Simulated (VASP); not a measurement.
Here is a VASP 6.6.1 calculation.

Contents of INCAR:

```
SYSTEM = Fe2O3
PREC = Accurate
ENCUT = 600
EDIFF = 1E-7
ISMEAR = 1
SIGMA = 0.1
LREAL = .FALSE.
LASPH = .TRUE.
NELM = 150
ALGO = Normal
ISIF = 3
LWAVE = .FALSE.
LCHARG = .FALSE.
ISPIN = 2
MAGMOM = 4 4 4 4 0 0 0 0 0 0
LORBIT = 11
LMAXMIX = 4
LDAU = .TRUE.
LDAUTYPE = 2
LDAUL = 2 -1
LDAUU = 5.3 0
LDAUJ = 0 0
LDAUPRINT = 1
GGA = MK
LUSE_VDW = .TRUE.
AGGAC = 0.0
PARAM1 = 0.1234
PARAM2 = 0.711357
ZAB_VDW = -1.8867
IBRION = 2
NSW = 90
EDIFFG = -0.005
AMIX = 0.2
BMIX = 1E-4
AMIX_MAG = 0.8
BMIX_MAG = 1E-4
LUSENCCL = .FALSE.
```

KPOINTS

```
regular mesh
0
G
  9 9 9
  0 0 0
```

The input POSCAR:

```
Fe2O3                                   
1.0
    2.5403395261      1.4666657112      4.5788526433
   -2.5403395261      1.4666657112      4.5788526433
    0.0000000000     -2.9333314224      4.5788526433
  Fe              O             
     4     6
Direct
     0.3533211811147037    0.3533211811147037    0.3533211811147037
     0.1466788188852962    0.1466788188852962    0.1466788188852962
     0.6466788188852962    0.6466788188852962    0.6466788188852962
     0.8533211811147038    0.8533211811147038    0.8533211811147038
     0.5541574513257436    0.9458425486742564    0.2500000000000000
     0.2499999999999926    0.5541574513257361    0.9458425486742711
     0.9458425486742639    0.2500000000000074    0.5541574513257289
     0.4458425486742564    0.0541574513257436    0.7500000000000000
     0.7500000000000075    0.4458425486742638    0.0541574513257287
     0.0541574513257362    0.7499999999999925    0.4458425486742712
```

Potentials or basis: VASP PAW PBE potentials, release 64 (Fe, O).

Launch:

```bash
$ cat potpaw_PBE.64/Fe/POTCAR potpaw_PBE.64/O/POTCAR > POTCAR
$ mpirun -np 1 vasp_std > vasp.out
```

Question: Predict the net moment.

Answer: 20.00 μB per cell.

Question: Estimate the band gap on the k mesh.

Answer: 1.54 eV, indirect (least direct gap 1.71 eV).

Question: Predict the site moments.

Answer: Fe +4.41; O +0.34 μB.

Final structure:
```yaml
crystal:
  lattice:
    - [2.54034, 1.46667, 4.57885]
    - [-2.54034, 1.46667, 4.57885]
    - [0.00000, -2.93333, 4.57885]
  atoms:
    - { symbol: Fe, position: [0.35332, 0.35332, 0.35332] }
    - { symbol: Fe, position: [0.14668, 0.14668, 0.14668] }
    - { symbol: Fe, position: [0.64668, 0.64668, 0.64668] }
    - { symbol: Fe, position: [0.85332, 0.85332, 0.85332] }
    - { symbol: O, position: [0.55416, 0.94584, 0.25000] }
    - { symbol: O, position: [0.25000, 0.55416, 0.94584] }
    - { symbol: O, position: [0.94584, 0.25000, 0.55416] }
    - { symbol: O, position: [0.44584, 0.05416, 0.75000] }
    - { symbol: O, position: [0.75000, 0.44584, 0.05416] }
    - { symbol: O, position: [0.05416, 0.75000, 0.44584] }
```

Caveat: the relaxation stopped at its first step, so nothing moved; an odd mesh through Γ misses points on the zone boundary, where band edges often lie; only a ferromagnetic start was run, and an antiferromagnetic order may lie lower in energy.
